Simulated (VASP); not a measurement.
A neutral S vacancy in ZnS (zinc blende) against the size of the supercell and its k-mesh, ions relaxed at a fixed lattice constant. The chemical potential of S still has to be added. All values below come from PBE GGA, VASP's PBE PAW potentials (set 64) (plane waves; VASP).

Cells with an even electron count and no magnetic element ran without spin.

| perfect cell and k-mesh | host energy (eV/atom) | E(vacancy cell) − E(host cell) (eV) |
|---|---|---|
| 16 atoms, 1×1×1 | -2.8121 | 3.22 |
| 16 atoms, 3×3×3 | -3.4242 | 7.86 |
| 54 atoms, 1×1×1 | -3.3195 | 6.40 |
| 54 atoms, 2×2×2 | -3.4240 | 7.83 |
| 64 atoms, 1×1×1 | -3.4012 | 7.19 |
| 64 atoms, 2×2×2 | -3.4255 | 7.76 |
| 128 atoms, 1×1×1 | -3.4032 | 7.30 |

The values span 4.64 eV; the largest cell with a k-mesh is the most reliable.

Runs of the series that failed, ran out of time, didn't relax or are held back are left out.
